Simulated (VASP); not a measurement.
# Ge3PbN: single point with PBE

Ge3PbN:

```
Ge Pb N
1.0
     4.06110    0.00000    0.00000
     0.00000    4.06110    0.00000
     0.00000    0.00000    4.06110
Ge Pb N
3 1 1
Direct
  0.00000 0.50000 0.50000
  0.50000 0.00000 0.50000
  0.50000 0.50000 0.00000
  0.50000 0.50000 0.50000
  0.00000 0.00000 0.00000
```

The cell comes from a database or a generator and needn't be the stable form of this composition.

| Property | Result |
| --- | --- |
| Program | VASP 6.6.1 |
| Task | single point |
| Functional | PBE |
| Potentials or basis | VASP PAW PBE potentials, release 64 (Ge_d, Pb_d, N) |
| Cutoff | 520 eV |
| k mesh | 4 × 4 × 4 |
| Occupations | gaussian, width 0.1 eV |
| Spin | no spin polarisation |

The pressure is 181.9 GPa and the band gap on the k mesh is none (metal or under the smearing width).

Levels at points of the mesh, in eV from the Fermi level:
```
           k point  band 28  band 29  band 30  band 31  band 32  band 33  band 34  band 35
(0.00, 0.00, 0.00)    -1.87    -1.87    -1.87    -0.26     0.79     0.79     0.79     3.89
(0.50, 0.00, 0.00)    -3.17    -3.17    -1.47     0.53     0.84     1.60     1.60     1.68
(0.50, 0.50, 0.00)    -2.70    -2.70    -2.17    -0.49    -0.49     1.62     1.62     6.18
(0.50, 0.50, 0.50)    -6.02     1.32     1.32     1.32     6.02     6.48     6.49     6.51
```

Run time: 25 s on 1 thread of Intel(R) Xeon(R) 6975P-C (Granite Rapids), on a shared host, peak memory 0.17 GiB.

Caveat: the k mesh is coarse (spacing up to 0.39 Å⁻¹), so the values aren't converged; a pressure of tens of GPa on the cell as given is suspect, and the run, the potentials or the cell itself is likely at fault. The run has no spin-orbit coupling, so splittings on Pb are missing.
